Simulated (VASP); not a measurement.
```xyz
5
Lattice="5.6306 0.0000 0.0000 0.0000 5.6306 0.0000 0.0000 0.0000 5.6306" Properties=species:S:1:pos:R:3 pbc="T T T"
Cs     0.0000     0.0000     0.0000
Pb     2.8153     2.8153     2.8153
Cl     2.8153     0.0000     2.8153
Cl     0.0000     2.8153     2.8153
Cl     2.8153     2.8153     0.0000
```

Method: r2SCAN+rVV10, VASP's PBE PAW potentials (set 64) (plane waves; VASP). Run with 520 eV cut-off, 5×5×5 Γ-centred mesh, tetrahedra with Blöchl corrections, potentials Cs_sv Pb_d Cl.

Unless said otherwise, spin-orbit coupling is left out, though it shifts the bands of the heavy elements here.

Problem. Give the energies of bands 13 to 25 at the high-symmetry points, in eV from the valence-band maximum.

Solution. 
```tsv
band	Γ	X	M	R
13	-6.62	-7.64	-8.33	-8.42
14	-4.75	-4.67	-4.53	-3.32
15	-4.75	-4.67	-3.54	-3.32
16	-4.75	-3.29	-2.96	-3.32
17	-2.75	-2.86	-2.96	-2.86
18	-2.75	-2.85	-2.93	-2.86
19	-2.75	-2.85	-2.93	-2.32
20	-2.64	-2.75	-2.87	-2.32
21	-2.64	-2.75	-2.33	-2.32
22	-2.64	-1.74	-0.84	0.00
23	3.74	3.43	2.93	2.34
24	4.60	5.08	2.93	2.34
25	4.60	5.55	5.34	2.34
```

The gap is direct, 2.34 eV, from the valence maximum at R to the conduction minimum at R.

The compound is CsPbCl3 in the cubic perovskite structure, the ideal cubic form; the compound distorts at low or room temperature. It was relaxed first.
